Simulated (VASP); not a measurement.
Consider the following.

```
CELL_PARAMETERS angstrom
      1.77848    -3.08041     0.00000
      1.77848     3.08041     0.00000
      0.00000     0.00000     7.43200
ATOMIC_POSITIONS crystal
  Pt 0.00000 0.00000 0.00000
  S  0.33333 0.66667 0.16698
  S  0.66667 0.33333 0.83302
```

All values below come from TPSS meta-GGA, VASP's PBE PAW potentials (set 64) (plane waves; VASP). Numerical set-up: 520 eV cut-off, 8×8×4 Γ-centred mesh, tetrahedra with Blöchl corrections, potentials Pt S.

The cores are frozen, which limits the accuracy of field gradients. Without a dispersion term in the relaxation, distances and binding between the weakly bound layers, chains or molecules are unreliable, and so is what depends on them.

**Question.** Give the principal components of the electric field gradient (V/Å²) and the asymmetry η at each nucleus.

**Answer.** 
```tsv
atom	Vxx	Vyy	Vzz	η
Pt1	-61.2	-61.2	122.5	0.00
S2	30.5	30.5	-61.0	0.00
S3	30.5	30.5	-61.0	0.00
```

The compound is PtS2 in the 1T layered structure. It was relaxed first, which changed the volume by +49 %.
